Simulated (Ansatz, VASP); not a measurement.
## One calculation of Bi3As5, two programs

```
Bi As
1.0
    -3.62137    3.62137    3.62137
     3.62137   -3.62137    3.62137
     3.62137    3.62137   -3.62137
Bi As
3 5
Direct
  0.00000 0.50000 0.50000
  0.50000 0.50000 0.00000
  0.50000 0.00000 0.50000
  0.00000 0.00000 0.00000
  0.00000 0.00000 0.50000
  0.00000 0.50000 0.00000
  0.50000 0.00000 0.00000
  0.50000 0.50000 0.50000
```

Change from the starting cell: species swapped into the Fe5Co3 type (Im-3m, No. 229).

Alike in both runs: functional PBE; k mesh 8 × 8 × 8; occupations gaussian, width 0.1 eV; no spin polarisation.

Ansatz relaxed the structure, and its values are those at the end. VASP's run is a single point on that final structure, the one shown.

|  | VASP | Ansatz |
| --- | --- | --- |
| version | VASP 6.6.1 | Ansatz 0.2.0 |
| potentials or method | VASP PAW PBE potentials, release 64 (Bi_d, As) | scalar-relativistic, plane waves, PAW |
| plane-wave cutoff (eV) | 520 | 420 |
| valence electrons in the cell | 70 | 120 |

|  | VASP | Ansatz | Ansatz less VASP |
| --- | --- | --- | --- |
| gap on the k mesh at the Fermi level (eV) | none | none | - |
| pressure (GPa) | 0.0 | 0.0 | 0.00 |

A gap of «none» marks a metal or a gap that the smearing closes. The two sets of potentials don't hold the same shells in valence.

Caveats: spin-orbit coupling is left out, which moves the levels of the heavy elements.
